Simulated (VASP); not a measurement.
Given:

```xyz
1
Lattice="0.0000 1.9915 1.9915 1.9915 0.0000 1.9915 1.9915 1.9915 0.0000" Properties=species:S:1:pos:R:3 pbc="T T T"
Pt     0.0000     0.0000     0.0000
```

Level of theory: revPBE GGA, VASP's PBE PAW potentials (set 64) (plane waves; VASP). Settings: 520 eV cut-off, 16×16×16 Γ-centred mesh, first-order Methfessel-Paxton smearing of 0.10 eV, potentials Pt.

### Question
Give the energy at these volumes per atom, relative to the lowest: 14.84, 15.31, 15.79, 16.26, 16.74 Å³.

### Answer
49.0, 11.6, 0.0, 9.5, 36.3 meV/atom. A third-order Birch-Murnaghan fit gives B0 = 237 GPa and B0′ = 5.6.

Measured: bulk modulus 289 GPa at 0 K (computed value off by -18.2 %), as given by H. Levämäki et al., Physical Review B (2014), arXiv:1402.3671 [corrected for temperature and zero-point phonon effects]; a 3.913 Å at 0 K (computed value off by +1.8 %), as given by Daniel Mejia-Rodriguez et al., Physical Review B (2018), arXiv:1807.09216 [static lattice: zero-point anharmonic expansion removed].

The compound is Pt in the fcc structure. It was relaxed first.
